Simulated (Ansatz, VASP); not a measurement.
PtCl4: VASP beside Ansatz

INCAR

```
SYSTEM = PtCl4
PREC = Accurate ; ENCUT = 520
EDIFF = 1E-6 ; ISMEAR = 0
SIGMA = 0.1 ; LREAL = .FALSE.
LASPH = .TRUE. ; NELM = 80
ALGO = Fast ; ISIF = 2
LWAVE = .FALSE. ; LCHARG = .FALSE.
GGA = PE ; NBANDS = 27
```

File KPOINTS:

```
regular mesh
0
G
  4 4 4
  0 0 0
```

POSCAR

```
PtCl4
1.0
    5.9175195200      0.0000000000      0.0000000000
    0.0000000000      5.9175195200      0.0000000000
    0.0000000000      0.0000000000      5.9175195200
Pt Cl
1 4
Direct
    0.5000000000      0.5000000000      0.5000000000
    0.0000000000      0.0000000000      0.0000000000
    0.5000000000      0.0000000000      0.0000000000
    0.0000000000      0.5000000000      0.0000000000
    0.0000000000      0.0000000000      0.5000000000
```

Input for Ansatz:

```yaml
crystal:
  lattice:
    - [5.91751952, 0.0, 0.0]
    - [0.0, 5.91751952, 0.0]
    - [0.0, 0.0, 5.91751952]
  atoms:
    - { symbol: Pt, position: [0.5, 0.5, 0.5] }
    - { symbol: Cl, position: [0.0, 0.0, 0.0] }
    - { symbol: Cl, position: [0.5, 0.0, 0.0] }
    - { symbol: Cl, position: [0.0, 0.5, 0.0] }
    - { symbol: Cl, position: [0.0, 0.0, 0.5] }
basis:
  ecutwfc: 420
kpoints:
  mp_grid: { grid: [4, 4, 4] }
hamiltonian:
  xc: pbe
scf:
  occupations: { method: gaussian, width: 0.1 }
  lower_state_search: "off"
output:
  forces: true
  stress: true
  eigenvalues: true
```

Alike in both runs: task single point; functional PBE; k mesh 4 × 4 × 4; occupations gaussian, width 0.1 eV; no spin polarisation.

```csv
,VASP,Ansatz
version,VASP 6.6.1,Ansatz 0.2.0
potentials or method,"VASP PAW PBE potentials, release 64 (Pt, Cl)","scalar-relativistic, plane waves, PAW"
plane-wave cutoff (eV),520,420
valence electrons in the cell,38,46
```

|  | VASP | Ansatz | Ansatz less VASP |
| --- | --- | --- | --- |
| gap on the k mesh at the Fermi level (eV) | none | none | - |
| pressure (GPa) | -3.9 | -3.8 | +0.07 |

A gap of «none» marks a metal or a gap that the smearing closes. The functional is the same, so the differences come from potentials, cutoffs and numerics. The two sets of potentials don't hold the same shells in valence.

Spin-orbit coupling is left out, which matters for the levels of Pt.
